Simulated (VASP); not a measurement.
# Ti8C3N5 (R-3m) in VASP: band structure with PBEsol

Aim: the band structure of Ti8C3N5 with PBEsol.

All numbers are computed with VASP 6.6.1; they aren't measurements. Logs are shortened: lines on timing, memory, paths and dates and some standing lists are left out, and cuts for length are marked.

### 1 The crystal as given

Symmetry: R-3m, No. 166, trigonal system. The conventional cell has a = 5.991 Å, b = 5.991 Å, c = 14.695 Å, α = 90.00°, β = 90.00°, γ = 120.00°. Ti (site symmetry m) is surrounded by 2 C at 2.11 Å and 4 N at 2.12 to 2.13 Å. Around Ti (site symmetry 3m) lie 3 N at 2.12 Å and 3 C at 2.12 Å. N (site symmetry 2/m) is surrounded by 6 Ti at 2.12 to 2.13 Å. N (site symmetry -3m) has 6 Ti at 2.12 Å as nearest neighbours. N (site symmetry -3m) has 6 Ti at 2.12 Å as nearest neighbours. Around C (site symmetry 2/m) lie 6 Ti at 2.11 to 2.12 Å.

The cell was built by a generator and needn't be a form met in nature.

### 2 Band structure, PBEsol

INCAR reads:

```
PREC     = Accurate       # precision mode
ENCUT    = 520            # plane-wave cutoff, eV
EDIFF    = 1E-7           # SCF threshold, eV
ISMEAR   = 1              # smearing method
SIGMA    = 0.1            # smearing width, eV
LREAL    = F              # projectors in reciprocal space
LASPH    = T              # aspherical terms in the spheres
NELM     = 80             # most SCF steps
ALGO     = Normal         # electronic algorithm
ISIF     = 2              # what is computed and relaxed
LWAVE    = F              # write WAVECAR
LCHARG   = F              # write CHGCAR
LMAXMIX  = 4              # l up to which the mixer works
GGA      = PS             # functional
NBANDS   = 80             # bands
ICORELEVEL= 1            
KPAR     = 4
```

KPOINTS reads:

```
Automatic mesh
0
Gamma
  9 9 8
```

POSCAR reads:

```
Ti8C3N5                                 
1.0
   -4.2365207687      4.2365207687      0.0000000000
   -4.2365207687      0.0000000000      4.2365207687
    0.0037300440      4.2402508127      4.2402508127
  Ti              N               C             
     8     5     3
Direct
     0.9999943585357798    0.9999943585357798    0.0021037477742851
     0.4979075351541482    0.9999943585357798    0.0021037477742851
     0.9999943585357798    0.4979075351541482    0.0021037477742851
     0.9999911825707670    0.9999911825707670    0.5000264522876989
     0.5000088174292330    0.5000088174292330    0.9999735477123011
     0.5000056414642202    0.0020924648458518    0.4978962522257149
     0.0020924648458518    0.5000056414642202    0.4978962522257149
     0.5000056414642202    0.5000056414642202    0.4978962522257149
     0.7500000000000000    0.7500000000000000    0.7500000000000000
     0.2500000000000000    0.7500000000000000    0.7500000000000000
     0.7500000000000000    0.2500000000000000    0.7500000000000000
     0.7500000000000000    0.7500000000000000    0.2500000000000000
     0.2500000000000000    0.2500000000000000    0.7500000000000000
     0.2500000000000000    0.7500000000000000    0.2500000000000000
     0.7500000000000000    0.2500000000000000    0.2500000000000000
     0.2500000000000000    0.2500000000000000    0.2500000000000000
```

KPOINTS_OPT reads:

```
explicit points
6
Reciprocal
 0.0000000000  0.0000000000  0.0000000000 1
 0.3750000000  0.3750000000  0.7500000000 1
 0.5000000000  0.5000000000  0.5000000000 1
 0.6250000000  0.2500000000  0.6250000000 1
 0.5000000000  0.2500000000  0.7500000000 1
 0.5000000000  0.0000000000  0.5000000000 1
```

Potentials or basis: VASP PAW PBE potentials, release 64 (Ti_sv, N, C).

Launch:

```
$ cat potpaw_PBE.64/Ti_sv/POTCAR potpaw_PBE.64/N/POTCAR potpaw_PBE.64/C/POTCAR > POTCAR
$ mpirun -np 4 vasp_std > vasp.out
```

OUTCAR:

```text
PREC = Accurate
   ENCUT = 520
   EDIFF = 1E-7
   ISMEAR = 1
   LREAL = F
   LASPH = T
   NELM = 80
   ISIF = 2
   GGA = PS

 ion  position               nearest neighbor table
   1  1.000  1.000  0.002-  14 2.11  15 2.11  12 2.12  13 2.12  10 2.13  11 2.13
   2  0.498  1.000  0.002-  14 2.11  16 2.11  12 2.12  13 2.12   9 2.13  11 2.13
   3  1.000  0.498  0.002-  15 2.11  16 2.11  12 2.12  13 2.12   9 2.13  10 2.13
   4  1.000  1.000  0.500-   9 2.12  10 2.12  11 2.12  14 2.12  15 2.12  16 2.12
   5  0.500  0.500  1.000-   9 2.12  10 2.12  11 2.12  14 2.12  15 2.12  16 2.12
   6  0.500  0.002  0.498-  15 2.11  16 2.11  12 2.12  13 2.12   9 2.13  10 2.13
[... 8 lines left out ...]
  15  0.750  0.250  0.250-   3 2.11   6 2.11   1 2.11   8 2.11   4 2.12   5 2.12
  16  0.250  0.250  0.250-   2 2.11   3 2.11   6 2.11   7 2.11   4 2.12   5 2.12

  LATTYP: Found a trigonal (rhomboedric) cell.
 ALAT       =     5.9966213673
 COS(alpha) =     0.5008794815

  Lattice vectors:

 A1 = (   4.2402508127,   0.0037300440,   4.2402508127)
 A2 = (   4.2402508127,   4.2402508127,   0.0037300440)
 A3 = (   0.0037300440,   4.2402508127,   4.2402508127)

Analysis of symmetry for initial positions (statically):
=====================================================================
 Subroutine PRICEL returns:
 Original cell was already a primitive cell.

 Routine SETGRP: Setting up the symmetry group for a
 trigonal (rhombohedral) supercell.

 Subroutine GETGRP returns: Found 12 space group operations
 (whereof  2 operations were pure point group operations)
 out of a pool of 12 trial point group operations.

The static configuration has the point symmetry C_1h.
 The point group associated with its full space group is D_3d.

Analysis of symmetry for dynamics (positions and initial velocities):
=====================================================================
 Subroutine PRICEL returns:
 Original cell was already a primitive cell.

 Routine SETGRP: Setting up the symmetry group for a
 trigonal (rhombohedral) supercell.

 Subroutine GETGRP returns: Found 12 space group operations
 (whereof  2 operations were pure point group operations)
 out of a pool of 12 trial point group operations.

The dynamic configuration has the point symmetry C_1h.
 The point group associated with its full space group is D_3d.

 Subroutine INISYM returns: Found 12 space group operations
 (whereof  2 operations are pure point group operations),
 and found     1 'primitive' translations

----------------------------------------------------------------------------------------

                                     Primitive cell

  volume of cell :     152.2759

  direct lattice vectors                    reciprocal lattice vectors
    -4.236520769  4.236520769  0.000000000    -0.117969486  0.118073261 -0.117969486
    -4.236520769  0.000000000  4.236520769    -0.117969486 -0.117969486  0.118073261
     0.003730044  4.240250813  4.240250813     0.117865711  0.117865711  0.117865711

  length of vectors
     5.991345128  5.991345128  5.996621367     0.204389076  0.204389076  0.204149400

  position of ions in fractional coordinates (direct lattice)
     0.999994359  0.999994359  0.002103748
     0.497907535  0.999994359  0.002103748
     0.999994359  0.497907535  0.002103748
     0.999991183  0.999991183  0.500026452
     0.500008817  0.500008817  0.999973548
     0.500005641  0.002092465  0.497896252
[... 8 lines left out ...]
     0.750000000  0.250000000  0.250000000
     0.250000000  0.250000000  0.250000000

  ion indices of the primitive-cell ions
   primitive index   ion index
                 1           1
                 2           2
                 3           3
                 4           4
                 5           5
                 6           6
[... 8 lines left out ...]
                15          15
                16          16

----------------------------------------------------------------------------------------

 KPOINTS: Automatic mesh

Automatic generation of k-mesh.
 Grid dimensions read from file:
 generate k-points for:    9    9    8

 Generating k-lattice:

  Cartesian coordinates                     Fractional coordinates (reciprocal lattice)
[... 28 lines left out ...]

 WARNING: IBZKPT: internal override: KBLOWUP is changed to .FALSE.
      ... skipping the blow-up phase ...

 Subroutine IBZKPT returns following result:
 ===========================================

 Found    185 irreducible k-points:

 Following reciprocal coordinates:
            Coordinates               Weight
  0.000000  0.000000  0.000000      1.000000
  0.111111  0.000000 -0.000000      4.000000
  0.222222  0.000000  0.000000      4.000000
  0.333333  0.000000  0.000000      4.000000
  0.444444  0.000000  0.000000      4.000000
  0.111111  0.111111  0.000000      2.000000
[... 16 lines left out ...]
 -0.333333  0.333333  0.000000      2.000000
  0.444444  0.444444  0.000000      2.000000
 [... further k-points ...]
   k-points           NKPTS =    185   k-points in BZ     NKDIM =    185   number of bands    NBANDS=     80
   number of dos      NEDOS =    301   number of ions     NIONS =     16
   total plane-waves  NPLWV = 110592
   dimension x,y,z NGX =    48 NGY =   48 NGZ =   48
   dimension x,y,z NGXF=    96 NGYF=   96 NGZF=   96
   ions per type =               8   5   3
   NGX,Y,Z   is equivalent  to a cutoff of  13.32, 13.32, 13.31 a.u.
   NGXF,Y,Z  is equivalent  to a cutoff of  26.64, 26.64, 26.61 a.u.
 SYSTEM =  unknown system
   PREC   = accura    normal or accurate (medium, high low for compatibility)
   ISTART =      0    job   : 0-new  1-cont  2-samecut
   ICHARG =      2    charge: 1-file 2-atom 10-const
   ISPIN  =      1    spin polarized calculation?
   LNONCOLLINEAR =      F non collinear calculations
   LSORBIT =      F    spin-orbit coupling
   LASPH  =      T    aspherical Exc in radial PAW
   ENCUT  =  520.0 eV  38.22 Ry    6.18 a.u.  11.14 11.14 11.15*2*pi/ulx,y,z
   NELM   =     80;   NELMIN=  2; NELMDL= -5     # of ELM steps
   EDIFF  = 0.1E-06   stopping-criterion for ELM
   LREAL  =      F    real-space projection
   EDIFFG = 0.1E-05   stopping-criterion for IOM
   NSW    =      0    number of steps for IOM
   IBRION =     -1    ionic relax: 0-MD 1-quasi-New 2-CG
   NFREE  =      0    steps in history (QN), initial steepest desc. (CG)
   ISIF   =      2    stress and relaxation
   ISYM   =      2    0-nonsym 1-usesym 2-fastsym
   POTIM  = 0.5000    time-step for ionic-motion
   TEBEG  =    0.0;   TEEND  =   0.0 temperature during run
   PSTRESS=    0.0 pullay stress
   NELECT =     133.0000    total number of electrons
   NUPDOWN=      -1.0000    fix difference up-down
   EMIN   =  10.00;   EMAX   =-10.00  energy-range for DOS
   EFERMI =   0.00;   METHOD = LEGACY
   ISMEAR =     1;   SIGMA  =   0.10  broadening in eV -4-tet -1-fermi 0-gaus
   EFERMI_NEDOS =   21; number of points for ismear=-14 and -15
   IALGO  =     38    algorithm
   IMIX   =      4    mixing-type and parameters
     AMIX     =   0.40;   BMIX     =  1.00
     AMIX_MAG =   1.60;   BMIX_MAG =  1.00
  volume/ion in A,a.u.               =       9.52        64.23
  Fermi-wavevector in a.u.,A,eV,Ry     =   1.564882  2.957199 33.318712  2.448856
  Thomas-Fermi vector in A             =   2.667440
   LORBIT       =      0    0 simple, 1 ext, 2 COOP (PROOUT), +10 PAW based schemes
   GGA     = PS    functional components
   LHFCALC =     F    Hartree Fock is set to
   AEXX    =    0.0000 exact exchange contribution
   IVDW    =     0    specifies the selected vdW correction
   LEPSILON=     F    determine dielectric tensor
   LRPA    =     F    only Hartree local field effects (RPA)
 non-spin polarized calculation
 Methfessel and Paxton  Order N= 1 SIGMA  =   0.10
  energy-cutoff  :      520.00
  volume of cell :      152.28
 maximum number of plane-waves:      4120
 NGX is ok and might be reduce to    48
   NGX = 23   NGY = 23   NGZ = 23

 number of electron     133.0000007 magnetization

 Free energy of the ion-electron system (eV)
  ---------------------------------------------------
  ext. energy  EPLUGINS =         0.00000000
  ---------------------------------------------------
  free energy    TOTEN  =      -163.76848220 eV

  energy without entropy =     -163.76603615  energy(sigma->0) =     -163.76766685

 the core state eigenenergies are
   1-  1s  -4852.4145  2s   -521.1562  2p   -428.4345
   2-  1s  -4852.4145  2s   -521.1562  2p   -428.4345
   3-  1s  -4852.4145  2s   -521.1562  2p   -428.4345
   4-  1s  -4852.2165  2s   -520.9719  2p   -428.2487
   5-  1s  -4852.2165  2s   -520.9719  2p   -428.2487
   6-  1s  -4852.4145  2s   -521.1562  2p   -428.4345
   7-  1s  -4852.4145  2s   -521.1562  2p   -428.4345
   8-  1s  -4852.4145  2s   -521.1562  2p   -428.4345
   9-  1s   -366.5465
  10-  1s   -366.5465
  11-  1s   -366.5465
  12-  1s   -366.5568
  13-  1s   -366.5552
  14-  1s   -254.1447
  15-  1s   -254.1447
  16-  1s   -254.1447

 E-fermi :  10.9722     XC(G=0): -13.2220

 val. band max:       10.9718396321   @ k =   0.4444   0.3333   0.2500
 cond. band min:      10.9765457506   @ k =   0.2222   0.2222   0.3750
 fundamental gap:      0.0047061184
 Fermi energy:        10.9722361072

 k-point     1 :       0.0000    0.0000    0.0000
  band No.  band energies     occupation
      1     -46.2811      2.00000
      2     -46.2008      2.00000
      3     -46.2003      2.00000
      4     -46.2003      2.00000
      5     -46.1680      2.00000
      6     -46.1680      2.00000
[... 265 lines left out ...]
     23     -22.5134      2.00000
     24     -22.4546      2.00000

------------------------ aborting loop because EDIFF is reached ----------------------------------------

  FORCE on cell =-STRESS in cart. coord.  units (eV):
  Direction    XX          YY          ZZ          XY          YZ          ZX
  --------------------------------------------------------------------------------------
  -------------------------------------------------------------------------------------
  Total        0.1163395      0.1163395      0.1163395     -0.0334530     -0.0334530     -0.0334530
  in kB        1.2240710      1.2240710      1.2240710     -0.3519772     -0.3519772     -0.3519772
  external PRESSURE =       1.2240710 kB  Pullay stress =       0.0000000 kB

 VOLUME and BASIS-vectors are now :
 -----------------------------------------------------------------------------
  energy-cutoff  :      520.00
  volume of cell :      152.28
      direct lattice vectors                 reciprocal lattice vectors
    -4.236520769  4.236520769  0.000000000    -0.117969486  0.118073261 -0.117969486
    -4.236520769  0.000000000  4.236520769    -0.117969486 -0.117969486  0.118073261
     0.003730044  4.240250813  4.240250813     0.117865711  0.117865711  0.117865711

 POSITION                                       TOTAL-FORCE (eV/Angst)
 -----------------------------------------------------------------------------------
     -8.47299      4.24542      4.24542        -0.001630      0.002023      0.002023
     -6.34588      2.11832      4.24542         0.002023     -0.001630      0.002023
     -6.34588      4.24542      2.11832         0.002023      0.002023     -0.001630
     -8.47110      6.35672      6.35672        -0.001756     -0.001756     -0.001756
     -4.23287      6.35844      6.35844         0.001756      0.001756      0.001756
     -2.12529      4.22949      2.12007        -0.002023     -0.002023      0.001630
[... 8 lines left out ...]
     -4.23559      4.23745      2.11919        -0.000000      0.000000      0.000000
     -2.11733      2.11919      2.11919         0.000000      0.000000      0.000000
 -----------------------------------------------------------------------------------
    total drift:                               -0.000000     -0.000000     -0.000000

  FREE ENERGIE OF THE ION-ELECTRON SYSTEM (eV)
  ---------------------------------------------------
  free  energy   TOTEN  =      -163.7684821981 eV

  energy  without entropy=     -163.7660361535  energy(sigma->0) =     -163.76766685
```

Run time: 20 min. Hardware: 4 MPI ranks of AMD EPYC 7R43 (Zen 3), shared host; peak memory 2.4 GiB.

What came out:

```
Free energy             : -163.7685 eV
Pressure                : 0.1 GPa
Largest force           : 0.003 eV/Å
Band gap along the path : none (metal or under the smearing width)
```

Forces on the atoms (eV/Å):
```
Ti  -0.002  0.002  0.002
Ti   0.002 -0.002  0.002
Ti   0.002  0.002 -0.002
Ti  -0.002 -0.002 -0.002
Ti   0.002  0.002  0.002
Ti  -0.002 -0.002  0.002
Ti  -0.002  0.002 -0.002
Ti   0.002 -0.002 -0.002
N    0.000  0.000  0.000
N    0.000  0.000  0.000
N    0.000  0.000  0.000
N    0.000  0.000  0.000
N    0.000  0.000  0.000
C    0.000  0.000  0.000
C    0.000  0.000  0.000
C    0.000  0.000  0.000
```

Core levels (eV, on the scale of the bands):
```csv
atom,levels
1 Ti,"1s -4852.4, 2s -521.2, 2p -428.4"
2 Ti,"1s -4852.4, 2s -521.2, 2p -428.4"
3 Ti,"1s -4852.4, 2s -521.2, 2p -428.4"
4 Ti,"1s -4852.2, 2s -521.0, 2p -428.2"
5 Ti,"1s -4852.2, 2s -521.0, 2p -428.2"
6 Ti,"1s -4852.4, 2s -521.2, 2p -428.4"
```

Caveat: the PAW data sets were made with another functional, which shifts forces and pressure a little.
